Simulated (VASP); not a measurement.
These are rev-vdW-DF2, VASP's PBE PAW potentials (set 64) (plane waves; VASP) values and carry that method's errors.

A VASP calculation is set up with these files.

KPOINTS:
```
Automatic
0
gamma
 8 8 4
0 0 0
```

**INCAR**
```
# general
SYSTEM  =ZnO
PREC    =Accurate
ENCUT   =520
LREAL   =.FALSE.
LASPH   =.TRUE.

# electronic loop
EDIFF   =1E-7
NELM    =100
ALGO    =Normal
LMAXMIX =4

# smearing
ISMEAR  =0
SIGMA   =0.05

# functional
GGA     =MK
LUSE_VDW=.TRUE.
AGGAC   =0.0
PARAM1  =0.1234568
PARAM2  =0.7114
ZAB_VDW =-1.8867

# ions
IBRION  =2
NSW     =30
ISIF    =4
EDIFFG  =-0.01

# output
LWAVE   =.FALSE.
LCHARG  =.FALSE.
```

File POSCAR:
```
ZnO
1
    1.6149491694    -2.7971744513     0.0000000000
    1.6149491694     2.7971744513     0.0000000000
    0.0000000000     0.0000000000     5.2168994161
Zn O
2 2
Direct
  0.6666670000   0.3333330000   0.5013591874
  0.3333330000   0.6666670000   0.0013591874
  0.6666670000   0.3333330000   0.8806408126
  0.3333330000   0.6666670000   0.3806408126
```

POTCAR, in this order: Zn O (PBE.64 set). Program: vasp_std.

**Question.** Estimate the energy per atom (σ→0).

**Answer.** 
| Property | Value |
|---|---|
| energy per atom (σ→0) | -2.469 eV/atom |

**OSZICAR**
```
...
       N       E                     dE             d eps       ncg     rms          rms(c)
DAV:   1    -0.987466698928E+01   -0.44155E-04   -0.29935E-02  1320   0.141E+00    0.730E-02
DAV:   2    -0.987470684253E+01   -0.39853E-04   -0.10222E-03  1518   0.356E-01    0.428E-02
DAV:   3    -0.987467533288E+01    0.31510E-04   -0.25041E-05  1850   0.869E-02    0.140E-02
DAV:   4    -0.987467314051E+01    0.21924E-05   -0.14219E-05  1622   0.436E-02    0.272E-03
DAV:   5    -0.987467326391E+01   -0.12340E-06   -0.27414E-06  1362   0.199E-02    0.142E-03
DAV:   6    -0.987467323051E+01    0.33400E-07   -0.21176E-07   826   0.105E-02
   2 F= -.98746732E+01 E0= -.98746732E+01  d E =-.504145E-04
```

The compound is ZnO in the wurtzite structure. This cell is one point of a volume scan, at 0.97 of the reference volume. Symmetry was kept, so distortions that lower it aren't found.
